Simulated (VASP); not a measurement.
Computed with PBE GGA, VASP's PBE PAW potentials (set 64) (plane waves; VASP).

The input files of a VASP run:

INCAR:
```
SYSTEM = CdSe
PREC = Accurate; ENCUT = 400; LREAL = F
LASPH = T
EDIFF = 1E-6; NELM = 100; ALGO = Normal
LMAXMIX = 4
ISMEAR = 0; SIGMA = 0.05
GGA = PE
IBRION = 2; NSW = 60; ISIF = 3
EDIFFG = -0.01
LWAVE = F; LCHARG = F
```

File KPOINTS:
```
Automatic mesh
0
Gamma
7 7 7
0 0 0
```

### POSCAR
```
CdSe
1
    0.0000000000     3.0937450115     3.0937450115
    3.0937450115    -0.0000000000     3.0937450115
    3.0937450115     3.0937450115     0.0000000000
Cd Se
1 1
Direct
  0.0000000000   0.0000000000   0.0000000000
  0.2500000000   0.2500000000   0.2500000000
```

POTCAR, in this order: Cd Se (PBE.64 set). Program: vasp_std.

Output

File OSZICAR:
```
       N       E                     dE             d eps       ncg     rms          rms(c)
DAV:   1     0.972245543926E+02    0.97225E+02   -0.78229E+03   520   0.100E+03
DAV:   2    -0.167184876880E+01   -0.98896E+02   -0.95035E+02   615   0.268E+02
DAV:   3    -0.586011344771E+01   -0.41883E+01   -0.41786E+01   605   0.577E+01
DAV:   4    -0.588022411291E+01   -0.20111E-01   -0.20109E-01   570   0.393E+00
DAV:   5    -0.588035240469E+01   -0.12829E-03   -0.12829E-03   595   0.288E-01    0.587E+00
DAV:   6    -0.551493680842E+01    0.36542E+00   -0.68927E-01   677   0.105E+01    0.464E+00
DAV:   7    -0.549409075103E+01    0.20846E-01   -0.15828E-01   565   0.299E+00    0.204E+00
DAV:   8    -0.549481913492E+01   -0.72838E-03   -0.13863E-02   545   0.172E+00    0.238E-01
DAV:   9    -0.549497552522E+01   -0.15639E-03   -0.19149E-03   605   0.632E-01    0.480E-02
DAV:  10    -0.549505223459E+01   -0.76709E-04   -0.21984E-04   540   0.210E-01    0.462E-02
DAV:  11    -0.549510108223E+01   -0.48848E-04   -0.86453E-05   520   0.720E-02    0.147E-02
DAV:  12    -0.549509976219E+01    0.13200E-05   -0.73100E-06   620   0.384E-02    0.471E-03
DAV:  13    -0.549510049524E+01   -0.73305E-06   -0.24291E-06   519   0.115E-02
   1 F= -.54951005E+01 E0= -.54951005E+01  d E =-.549510E+01
       N       E                     dE             d eps       ncg     rms          rms(c)
DAV:   1    -0.549569823307E+01   -0.59847E-03   -0.12131E-02   580   0.145E+00    0.181E-01
DAV:   2    -0.549518471088E+01    0.51352E-03   -0.13038E-03   565   0.559E-01    0.591E-02
DAV:   3    -0.549512789345E+01    0.56817E-04   -0.14826E-04   545   0.136E-01    0.521E-02
DAV:   4    -0.549511900385E+01    0.88896E-05   -0.99010E-06   545   0.296E-02    0.862E-03
DAV:   5    -0.549511800157E+01    0.10023E-05   -0.19253E-06   425   0.203E-02    0.297E-03
DAV:   6    -0.549511788613E+01    0.11544E-06   -0.33225E-07   275   0.810E-03
   2 F= -.54951179E+01 E0= -.54951179E+01  d E =-.173909E-04
```

File OUTCAR:
```
------------------------ aborting loop because EDIFF is reached ----------------------------------------
  FORCE on cell =-STRESS in cart. coord.  units (eV):
  Direction    XX          YY          ZZ          XY          YZ          ZX
  --------------------------------------------------------------------------------------
  Total       -0.0047803     -0.0047803     -0.0047803      0.0000000      0.0000000      0.0000000
  in kB       -0.1290850     -0.1290850     -0.1290850      0.0000000      0.0000000      0.0000000
  external PRESSURE =      -0.1290850 kB  Pullay stress =       0.0000000 kB
  volume of cell :       59.33
      direct lattice vectors                 reciprocal lattice vectors
     0.000000000  3.095665079  3.095665079    -0.161516181  0.161516181  0.161516181
     3.095665079  0.000000000  3.095665079     0.161516181 -0.161516181  0.161516181
     3.095665079  3.095665079  0.000000000     0.161516181  0.161516181 -0.161516181
  FREE ENERGIE OF THE ION-ELECTRON SYSTEM (eV)
  ---------------------------------------------------
  free  energy   TOTEN  =        -5.4951178861 eV

  energy  without entropy=       -5.4951178861  energy(sigma->0) =       -5.49511789

 reached required accuracy - stopping structural energy minimisation
```
(Selected blocks of OUTCAR.)

**CONTCAR**
```
CdSe
   1.00000000000000
     0.0000000000000000    3.0956650791349749    3.0956650791349749
     3.0956650791349749    0.0000000000000000    3.0956650791349749
     3.0956650791349749    3.0956650791349749    0.0000000000000000
  Cd              Se
     1     1
Direct
     1.0000000000000000    0.0000000000000000    1.0000000000000000
     0.2500000000000000    0.2500000000000000    0.2500000000000000
```

The compound is CdSe in the zinc blende structure, whereas wurtzite is the usual form. This run relaxes it. Symmetry was kept, so distortions that lower it aren't found. The start is the result of an earlier pass.
